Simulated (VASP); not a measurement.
A VASP calculation is set up with these files.

INCAR:
```
LREAL = .FALSE.   ! projection in real space or not
LCHARG = .FALSE.
ALGO = Normal   ! blocked Davidson
NELM = 100
GGA = PE   ! PBE
PREC = Normal
LASPH = .TRUE.   ! aspherical one-centre terms
ISIF = 2   ! forces and stress, cell fixed
ENCUT = 520   ! plane-wave cut-off (eV)
SYSTEM = CaF2
EDIFF = 1E-6
LWAVE = .FALSE.
ISMEAR = 0   ! Gaussian
SIGMA = 0.05   ! width (eV)
```

File KPOINTS:
```
kpoints
0
Gamma
  6 6 6
0 0 0
```

File POSCAR:
```
CaF2
3.9380190
  0.0000000000   0.7071067966   0.7071067966
  0.7071067966   0.0000000000   0.7071067966
  0.7071067966   0.7071067966   0.0000000000
Ca F
1 2
direct
  0.0000000000   0.0000000000   0.0000000000
  0.2500000000   0.2500000000   0.2500000000
  0.7500000000   0.7500000000   0.7500000000
```

POTCAR, in this order: Ca_sv F (PBE.64 set). Program: vasp_std.

**Question.** Translate this PBE calculation to Quantum ESPRESSO's pw.x.

**Answer.** One equivalent input (not run):
```
&CONTROL
  calculation = 'scf'
  pseudo_dir = './pseudo'
  outdir = './out'
  tprnfor = .true.
  tstress = .true.
/
&SYSTEM
  ibrav = 0
  nat = 3
  ntyp = 2
  ecutwfc = 84
  occupations = 'smearing'
  smearing = 'gaussian'
  degauss = 0.003675
  input_dft = 'pbe'
/
&ELECTRONS
  conv_thr = 7.3e-08
  electron_maxstep = 100
/
ATOMIC_SPECIES
  Ca 40.078 Ca.upf
  F 18.998 F.upf
CELL_PARAMETERS angstrom
     0.0000000    2.7846000    2.7846000
     2.7846000    0.0000000    2.7846000
     2.7846000    2.7846000    0.0000000
ATOMIC_POSITIONS crystal
  Ca   0.0000000  0.0000000  0.0000000
  F    0.2500000  0.2500000  0.2500000
  F    0.7500000  0.7500000  0.7500000
K_POINTS automatic
  6 6 6 0 0 0
```
What does not carry over: the potentials are each code's own (VASP's PAW set, PseudoDojo norm-conserving files in pw.x), so ENCUT and ecutwfc are chosen apart and not converted; conv_thr bounds pw.x's estimated SCF error, while EDIFF bounds the energy change between steps.

The compound is CaF2 in the fluorite structure. The cell was not relaxed at this level. The run is one of a series of settings (PREC = Normal against the base run), some of them coarse on purpose.
